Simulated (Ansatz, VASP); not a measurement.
## FeNi3 (Awaruite) in two plane-wave programs

Wanted: the spread between two codes on one cell, functional and k mesh.

Method: plane waves, with VASP 6.6.1 beside it; single point at PBEsol, in Ansatz 0.2.0.

**1. Starting point**

Symmetry: Pm-3m, No. 221, cubic system. Conventional cell: a = 3.487 Å, b = 3.487 Å, c = 3.487 Å, α = 90.00°, β = 90.00°, γ = 90.00°. Nearest to Ni lie 8 Ni at 2.47 Å and 4 Fe at 2.47 Å. Nearest to Fe lie 12 Ni at 2.47 Å. Farther neighbours are not listed.

**2. Ansatz: single point, PBEsol**

Ansatz runs on its default PAW (the set named soft_2) files.

A single point gives forces, pressure and levels at one fixed geometry, so differences don't come from the geometry; what else differs is listed under the comparison.

input.yaml reads:

```yaml
crystal:
  lattice:
    - [3.4873211505, 0.0, 0.0]
    - [0.0, 3.4873211505, 0.0]
    - [0.0, 0.0, 3.4873211505]
  atoms:
    - { symbol: Ni, position: [0.5, 0.5, 0.0], spin: 1.0 }
    - { symbol: Ni, position: [0.5, 0.0, 0.5], spin: 1.0 }
    - { symbol: Ni, position: [0.0, 0.5, 0.5], spin: 1.0 }
    - { symbol: Fe, position: [0.0, 0.0, 0.0], spin: -3.0 }
hamiltonian:
  xc: pbesol
  pseudopotentials: { kind: paw }
magnetization:
  spin_polarized: true
kpoints:
  mp_grid: { grid: [6, 6, 6] }
scf:
  occupations: { method: methfessel_paxton, width: 0.05 }
  n_extra_bands: 10
output:
  forces: true
  stress: true
  eigenvalues: true
  write_density: true
  write_potential: true
  elf: true
  volumetric_format: npy
```

Started as:

```bash
$ ansatz run input.yaml --threads 2 --pin off --max-ram 4608MiB --backend cpu --events-out ev --progress --plain --runs-dir out
```

Numbers of over 12 decimals in the logs are rounded to 6 here.

The program printed:

```text
scf.n_extra_bands = 10 over 35 filled bands (N_el = 70.0): the run solves 45 bands
Engine: ansatz 0.2.0, x86_64-unknown-linux-gnu
Pseudopotentials: kind: paw
Pseudopotential: Ni, paw, valence charge 18, recommended cutoff 420 eV (normal), Ni.paw.azcp
Pseudopotential: Fe, paw, valence charge 16, recommended cutoff 420 eV (normal), Fe.paw.azcp
Functional definition: PBEsol
  exchange = pbesol_x
  correlation = pbesol_c
Crystal: 4 atoms, lattice volume = 42.411 Å³
Basis set: ecut = 420 eV, 799 PW (Γ), exchange–correlation on 48×48×48 points (8 copies of the dense FFT grid, shifted against one another)
Bands: 45, of which v1, the nominal top of the filled ones, is band 35 counted from 1 (34 counted from 0)
Symmetry: 48 space group operations
Space group: Pm-3m (ITA 221), of the structure as read, at distance tolerance 3.5e-5 Å
Magnetic group: BNS 221.92 (UNI 1594), of the structure as read, at distance tolerance 3.5e-5 Å
k-points: 20 of 216
Non-local potential: Ni, projectors of the file, l = 0: 3, l = 1: 2, l = 2: 3, l = 3: 1
Non-local potential: Fe, projectors of the file, l = 0: 3, l = 1: 2, l = 2: 3, l = 3: 1
PAW form: soft (Blöchl's): semilocal exchange-correlation on the pseudo side does not see the compensation charge
PAW frozen core: Ni, regenerated for the run's functional, and the local potential with it (the file was generated under x = pbe(κ = 0.804, μ = 0.219515), c = pbe(β = 0.066725))
PAW frozen core: Fe, regenerated for the run's functional, and the local potential with it (the file was generated under x = pbe(κ = 0.804, μ = 0.219515), c = pbe(β = 0.066725))
PAW one-centre angular grid: Ni, 590 points (default); XC on 64 Gauss nodes
PAW one-centre angular grid: Fe, 590 points (default); XC on 64 Gauss nodes
Initial density: superposition of atomic densities (chi_scale 0.1, normalization cell)
Starting moments: Σ|m| = 6 μB on 4 of 4 sites
Starting magnetic order: compensated ferrimagnet; no operation exchanges its spin sublattices
Initial wavefunctions: pseudopotential atomic-orbital guess
Functional: x = pbesol(κ = 0.804, μ = 0.123457), c = pbesol(β = 0.046)
SCF iter   1: F=—  HF=-21864.054185 eV  |F-HF|=—  |Δ(HF+E_count)|=         —  Δρ=2.97e-1 (↑2.97e-1 ↓1.95e-1)  dr2=4.28e0  dr2_m=2.29e1  M=-5.217 μB ∫|m|=5.338 μB  β_m=0.30  ethr=3.10e-3  ⟨swp⟩=5.0  Hψ=5789  notcnv=0  defer=17
Mixer restart at iter 1: flushing history
preconditioner: auto → Kerker (q_TF=auto, 2.966 Å⁻¹)  [metal: Δε(μ)=0.043 eV  Ē_g=8.524 eV  σ=0.050 eV  W_gap=0.45  n_scr=18 (ndim 8)  ℏωp=35.1 eV  f_vac=0.000  D(μ)=2.74/eV (n_scr^D=26)]
spin=Collinear: Kerker preconditioning applied to the charge; magnetization (m = ρ↑ − ρ↓) channel mixes plain (no charge-response kernel on spin).
SCF iter   2: F=—  HF=-21861.687236 eV  |F-HF|=—  |Δ(HF+E_count)|=    2.37e0  Δρ=1.68e-1 (↑1.59e-1 ↓1.68e-1)  dr2=5.70e-1  dr2_m=1.03e1  M=-5.077 μB ∫|m|=5.269 μB  β_m=0.54  ethr=3.10e-3  ⟨swp⟩=2.6  Hψ=3030  notcnv=0  defer=140
SCF iter   3: F=—  HF=-21864.661702 eV  |F-HF|=—  |Δ(HF+E_count)|=    2.97e0  Δρ=9.36e-2 (↑9.36e-2 ↓1.63e-2)  dr2=1.69e0  dr2_m=9.64e-1  M=-5.151 μB ∫|m|=5.452 μB  β_m=0.51  ethr=8.14e-4  ⟨swp⟩=3.7  Hψ=3988  notcnv=0  defer=141
SCF iter   4: F=—  HF=-21864.077336 eV  |F-HF|=—  |Δ(HF+E_count)|=   5.84e-1  Δρ=1.87e-2 (↑1.87e-2 ↓1.47e-2)  dr2=3.51e-1  dr2_m=5.31e-3  M=-4.861 μB ∫|m|=5.254 μB  β_m=0.51  ethr=8.14e-4  ⟨swp⟩=3.0  Hψ=3858  notcnv=0  defer=144
SCF iter   5: F=—  HF=-21864.101727 eV  |F-HF|=—  |Δ(HF+E_count)|=   2.44e-2  Δρ=1.07e-2 (↑1.07e-2 ↓9.11e-3)  dr2=1.17e-1  dr2_m=1.60e-3  M=-4.861 μB ∫|m|=5.266 μB  β_m=0.68  ethr=5.01e-4  ⟨swp⟩=2.1  Hψ=2149  notcnv=0  defer=144
SCF iter   6: F=—  HF=-21864.108499 eV  |F-HF|=—  |Δ(HF+E_count)|=   6.77e-3  Δρ=6.30e-3 (↑6.30e-3 ↓1.90e-3)  dr2=1.22e-2  dr2_m=3.02e-3  M=-4.861 μB ∫|m|=5.281 μB  β_m=0.84  ethr=1.67e-4  ⟨swp⟩=2.2  Hψ=2789  notcnv=0  defer=144
SCF iter   7: F=—  HF=-21864.109641 eV  |F-HF|=—  |Δ(HF+E_count)|=   1.14e-3  Δρ=2.69e-3 (↑2.69e-3 ↓6.02e-4)  dr2=2.83e-3  dr2_m=6.14e-4  M=-4.861 μB ∫|m|=5.285 μB  β_m=0.90  ethr=1.74e-5  ⟨swp⟩=2.6  Hψ=2898  notcnv=0  defer=142
SCF iter   8: F=—  HF=-21864.109502 eV  |F-HF|=—  |Δ(HF+E_count)|=   1.39e-4  Δρ=3.73e-4 (↑2.99e-4 ↓3.73e-4)  dr2=1.08e-4  dr2_m=1.64e-6  M=-4.861 μB ∫|m|=5.287 μB  β_m=0.95  ethr=4.04e-6  ⟨swp⟩=2.2  Hψ=2814  notcnv=0  defer=142
SCF iter   9: F=—  HF=-21864.109523 eV  |F-HF|=—  |Δ(HF+E_count)|=   2.17e-5  Δρ=1.52e-4 (↑1.52e-4 ↓1.31e-4)  dr2=2.16e-5  dr2_m=4.74e-7  M=-4.861 μB ∫|m|=5.287 μB  β_m=0.98  ethr=1.54e-7  ⟨swp⟩=2.2  Hψ=2506  notcnv=0  defer=142
SCF iter  10: F=—  HF=-21864.107964 eV  |F-HF|=—  |Δ(HF+E_count)|=         —  Δρ=1.89e-4 (↑1.89e-4 ↓2.70e-5)  dr2=2.67e-6  dr2_m=3.74e-6  M=-4.861 μB ∫|m|=5.287 μB  β_m=0.98  ethr=3.08e-8  ⟨swp⟩=2.1  Hψ=2598  notcnv=0  defer=142
Mixer restart at iter 10: flushing history
iteration 10: the input's own smearing fills from here on; a Gaussian of 0.05 eV has filled iterations ahead of it
SCF iter  11: F=—  HF=-21864.107965 eV  |F-HF|=—  |Δ(HF+E_count)|=   5.73e-7  S|Δr|=    0.00e0  Δρ=2.09e-5 (↑2.07e-5 ↓2.09e-5)  dr2=2.79e-7  dr2_m=3.83e-8  M=-4.861 μB ∫|m|=5.287 μB  β_m=0.99  ethr=3.81e-9  ⟨swp⟩=2.1  Hψ=2745  notcnv=0  defer=142
SCF iter  12: F=—  HF=-21864.107966 eV  |F-HF|=—  |Δ(HF+E_count)|=   5.79e-7  S|Δr|=    0.00e0  Δρ=1.22e-4 (↑1.22e-4 ↓3.42e-5)  dr2=9.38e-6  dr2_m=7.82e-7  M=-4.861 μB ∫|m|=5.287 μB  β_m=0.66  ethr=1.43e-10  ⟨swp⟩=13.2  Hψ=13411  notcnv=0  recentre
SCF iter  13: F=—  HF=-21864.107965 eV  |F-HF|=—  |Δ(HF+E_count)|=   5.79e-7  S|Δr|=    0.00e0  Δρ=1.41e-5 (↑1.41e-5 ↓1.14e-5)  dr2=1.94e-7  dr2_m=3.30e-9  M=-4.861 μB ∫|m|=5.287 μB  β_m=0.67  ethr=3.98e-10  ⟨swp⟩=2.0  Hψ=2935  notcnv=0
SCF iter  14: F=-21864.107965 eV  HF=-21864.107965 eV  |F-HF|=2.32e-8  |Δ(HF+E_count)|=   3.10e-9  S|Δr|=    0.00e0  Δρ=5.01e-6 (↑5.01e-6 ↓4.92e-6)  dr2=2.45e-8  dr2_m=1.75e-10  M=-4.861 μB ∫|m|=5.287 μB  ethr=1.43e-10  ⟨swp⟩=7.8  Hψ=10253  notcnv=0
SCF 1 converged in 14 iterations: F = -21864.107965 eV  dr2 = 2.45e-8
  greatest PAW one-centre occupation: 1.002 electrons in one spin orbital (limit 2), on the Fe atom at site 3 (counted from 0), in its partial waves of l = 1
WARN: the starting moments were not kept: 3 of 4 ended reversed and 1 kept their direction, counting a site from 0.1 μB. The largest reversed, site 2 (counted from 0, in the order of the report's site_moments_mub), started with +1.0 μB and closes at -7.1e-1 μB in its sphere. The starting moments cancel, and the net magnetisation is 4.9e0 μB in size, over 0.1 of its absolute magnetisation of 5.2e0 μB. The SCF closed o [...]
this state was not tested for a lower state beside it, because cold or Methfessel-Paxton smearing, or corrected tetrahedra, fill the levels in a way that the test cannot read (fill_not_monotonic; see scf.lower_state_search)
SCF converged after 14 iterations
Magnetization: -4.8611 μB (32.5694 up, 37.4306 down)
Absolute magnetization: 5.2900 μB (∫|ρ↑−ρ↓|, with the PAW one-centre terms)
Spin contamination: 0.0856 ħ² per cell (⟨S²⟩ above its minimum at these occupations)
Per-site moments (μB) at R_I (Å): [(-0.711847, 1.017187), (-0.711847, 1.017187), (-0.711847, 1.017187), (-2.850997, 1.017187)]
Free energy (F): -21864.107965 eV
Harris-Foulkes:  -21864.107965 eV  (|F-HF|=2.32e-8)
Internal energy: -21864.107977 eV  (E = F + TS)
E sigma→0 (E₀):  -21864.107968 eV
Entropy (-TS):   0.000012 eV (0.003 meV/atom)
Fermi energy:    19.194915 eV
--- Per-component energies (eV) ---
  E_band       = -1016.616256
  E_kinetic    = 1199.189943
  E_local      = -12186.255700  (includes V_loc(G=0)·N_el)
  E_nonlocal   = 2127.618801
  E_hartree    = 5093.455827
  E_xc         = -372.004130
  E_vxc        = -481.340856  (∫ρ·V_xc dr)
  E_paw        = -6117.347681  (= ΣΔE_a)
  E_vpaw       = -1862.756889  (= ΣTr[D̂ρ^β])
  E_aug_tail   = 0.002602  (compensation charges beyond the density's cutoff)
  E_ewald      = -11609.538706
  E_core_change = 0.771068  (= ΣΔE_core)
  E_smearing   = 0.000012  (= −TS)
  E_closure    = 0.000000  (closes the sum)
  Σ components = -21864.107965   (vs F -21864.107965, Δ=0.00e0)
--- Forces (eV/Å), atoms counted from 1 ---
  atom   1  Ni     0.00000000    -0.00000000     0.00000000
  atom   2  Ni    -0.00000000    -0.00000000     0.00000000
  atom   3  Ni     0.00000000     0.00000000     0.00000000
  atom   4  Fe    -0.00000000    -0.00000000    -0.00000000
  max |Σ_I F_I| component: 9.83e-29 eV/Å
--- Stress (GPa, compression-positive) ---
        0.520565       0.000000       0.000000
       -0.000000       0.520565      -0.000000
        0.000000       0.000000       0.520565
  P = ⅓ Tr σ = 0.5206 GPa (5.206 kbar)
--- Band table (eV; the first three rows and the last of 40) ---
  k-point 0 ↑: bands = [... 31 lower, 19.5224, 20.2748, 20.2748, 20.6039, 20.6039, 20.6039, 21.4443, 21.4443, ... 6 higher]
  k-point 1 ↑: bands = [... 31 lower, 19.5227, 19.7738, 20.0087, 20.0087, 20.1635, 20.4813, 20.5964, 22.8487, ... 6 higher]
  k-point 2 ↑: bands = [... 31 lower, 18.8028, 19.4336, 19.4336, 19.5234, 19.9429, 19.9553, 20.5826, 24.9783, ... 6 higher]
  k-point 19 ↓: bands = [... 31 lower, 18.3941, 18.3941, 18.4245, 18.4245, 18.4245, 18.5039, 18.5039, 18.5039, ... 6 higher]
```

It took 7.2 s on 2 threads of Intel Xeon Platinum 8488C (Sapphire Rapids), shared host; peak memory 0.47 GiB; 12 s of CPU time.

In the SCF lines HF is the Harris–Foulkes energy and dr2 the Hartree energy of the density residual, in eV; the loop may stop once dr2 is under the threshold and the program's other checks hold. Hψ counts applications of the Hamiltonian.

The run ends at a pressure of 0.52 GPa.

**3. VASP: single point, PBEsol**

The same cell, functional, mesh and smearing now go to VASP, with its own data sets and cutoff.

Lines of VASP's logs that name or quote its potential files are left out, and so is its time.

INCAR reads:

```
SYSTEM = FeNi3
PREC = Accurate
ENCUT = 350
EDIFF = 1E-06
NELM = 150
ISMEAR = 1
SIGMA = 0.05
LREAL = .FALSE.
ALGO = Normal
GGA = PS
NBANDS = 33
ISPIN = 2
MAGMOM = 1 1 1 -3
LMAXMIX = 4
LORBIT = 11
LWAVE = .FALSE.
LCHARG = .FALSE.
KPAR = 2
AMIX = 0.2
BMIX = 1E-04
AMIX_MAG = 0.8
BMIX_MAG = 1E-04
```

POSCAR reads:

```
FeNi3
1.0
    3.4873211505      0.0000000000      0.0000000000
    0.0000000000      3.4873211505      0.0000000000
    0.0000000000      0.0000000000      3.4873211505
Ni Fe
3 1
Direct
    0.5000000000      0.5000000000      0.0000000000
    0.5000000000      0.0000000000      0.5000000000
    0.0000000000      0.5000000000      0.5000000000
    0.0000000000      0.0000000000      0.0000000000
```

KPOINTS reads:

```
Automatic mesh
0
Gamma
6 6 6
0 0 0
```

The projector-augmented-wave data sets are Ni and Fe (PBE family, release 64).

Started as:

```bash
$ mpirun -np 2 vasp_std
```

The program printed:

```text
[banner, memory and clock lines left out]
running    2 mpi-ranks, on    1 nodes
 distrk:  each k-point on    1 cores,    2 groups
 distr:  one band on    1 cores,    1 groups

 POSCAR found type information on POSCAR NiFe
 POSCAR found :  2 types and       4 ions
|                                                                             |
|               ----> ADVICE to this user running VASP <----                  |
|                                                                             |
|     You enforced a specific xc type in the INCAR file but a different       |
|     [... a line on the potential file left out ...]
|     I HOPE YOU KNOW WHAT YOU ARE DOING!                                     |
|                                                                             |

 LDA part: xc-table for (Slater+PW92), standard interpolation
 POSCAR, INCAR and KPOINTS ok, starting setup
 FFT: planning ... GRIDC
 FFT: planning ... GRID_SOFT
 FFT: planning ... GRID
 WAVECAR not read
 entering main loop
       N       E                     dE             d eps       ncg     rms          rms(c)
DAV:   1     0.197064103737E+03    0.19706E+03   -0.12747E+04  2856   0.123E+03
DAV:   2    -0.188257229609E+02   -0.21589E+03   -0.20165E+03  2658   0.261E+02
DAV:   3    -0.317008311552E+02   -0.12875E+02   -0.12425E+02  2941   0.822E+01
DAV:   4    -0.318848053080E+02   -0.18397E+00   -0.18379E+00  2979   0.105E+01
DAV:   5    -0.318907728682E+02   -0.59676E-02   -0.59671E-02  3617   0.154E+00    0.234E+01
DAV:   6    -0.273428714618E+02    0.45479E+01   -0.74276E+00  2967   0.403E+01    0.127E+01
DAV:   7    -0.276556634601E+02   -0.31279E+00   -0.10582E+00  3367   0.128E+01    0.940E+00
DAV:   8    -0.275766865597E+02    0.78977E-01   -0.45779E-01  3264   0.141E+01    0.836E+00
DAV:   9    -0.277408817675E+02   -0.16420E+00   -0.18328E-01  3330   0.511E+00    0.549E+00
DAV:  10    -0.277035405024E+02    0.37341E-01   -0.25670E-01  3363   0.114E+01    0.332E+00
DAV:  11    -0.276794431340E+02    0.24097E-01   -0.26399E-02  3922   0.254E+00    0.197E+00
DAV:  12    -0.276708291096E+02    0.86140E-02   -0.15748E-02  3882   0.301E+00    0.949E-01
DAV:  13    -0.276726869230E+02   -0.18578E-02   -0.37565E-03  3401   0.111E+00    0.407E-01
DAV:  14    -0.276733876849E+02   -0.70076E-03   -0.81284E-04  3108   0.516E-01    0.952E-02
DAV:  15    -0.276734043719E+02   -0.16687E-04   -0.96395E-05  3179   0.106E-01    0.605E-02
DAV:  16    -0.276734152674E+02   -0.10896E-04   -0.81701E-06  3329   0.416E-02    0.188E-02
DAV:  17    -0.276734161505E+02   -0.88306E-06   -0.35423E-06  2249   0.277E-02
   1 F= -.27673416E+02 E0= -.27673425E+02  d E =0.264340E-04  mag=    -4.8596
```

(Part 1 of 2 ends here.)

[Lines on the potential files, build, host, timing and source positions are cut from VASP's logs without a mark.]

[Logs are printed without paths, hosts, clocks, repeated set-up lines and the standing remarks that a program may print on its own settings, such as how far it seeks lower states.]

[Hosts, paths, dates, database ids (printed as entryN), source tags and the programs' standing remarks are cut or masked in the printed files.]
